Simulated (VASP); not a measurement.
Data:

```
Mo
1.0
   -1.58199     1.58199     1.58199
    1.58199    -1.58199     1.58199
    1.58199     1.58199    -1.58199
Mo
1
Direct
  0.00000   0.00000   0.00000
```

These are optB88-vdW, VASP's PBE PAW potentials (set 64) (plane waves; VASP) values and carry that method's errors. Numerical set-up: 520 eV cut-off, 18×18×18 Γ-centred mesh, tetrahedra with Blöchl corrections, potentials Mo_sv.

What does the run give for the energy per atom (σ→0), band gap (on the k-mesh) with the smallest direct gap where there is one?

```
Quantity                                                     Value
------------------------  ----------------------------------------
band gap (on the k-mesh)  none (metal, semimetal or under 0.01 eV)
energy per atom (σ→0)                               -7759 meV/atom
```

The compound is Mo in the bcc structure. It was relaxed first.
